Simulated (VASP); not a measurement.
Data:

```
CELL_PARAMETERS angstrom
      1.54588    -2.67754     0.00000
      1.54588     2.67754     0.00000
      0.00000     0.00000     5.07745
ATOMIC_POSITIONS crystal
  Si 0.66667 0.33333 0.49958
  Si 0.33333 0.66667 0.99958
  C  0.66667 0.33333 0.87542
  C  0.33333 0.66667 0.37542
```

Method: PW91 GGA, VASP's PBE PAW potentials (set 64) (plane waves; VASP). Run with 520 eV cut-off, 9×9×5 Γ-centred mesh, tetrahedra with Blöchl corrections, potentials Si C.

The cores are frozen, which limits the accuracy of field gradients.

Q: Give the principal components of the electric field gradient (V/Å²) and the asymmetry η at each nucleus.

A: 
```
atom   Vxx   Vyy  Vzz     η
----  ----  ----  ---  ----
Si1   -1.8  -1.8  3.5  0.00
Si2   -1.8  -1.8  3.5  0.00
C3    -1.1  -1.1  2.2  0.00
C4    -1.1  -1.1  2.2  0.00
```

The compound is SiC in the wurtzite structure, the rare 2H polytype. It was relaxed first.
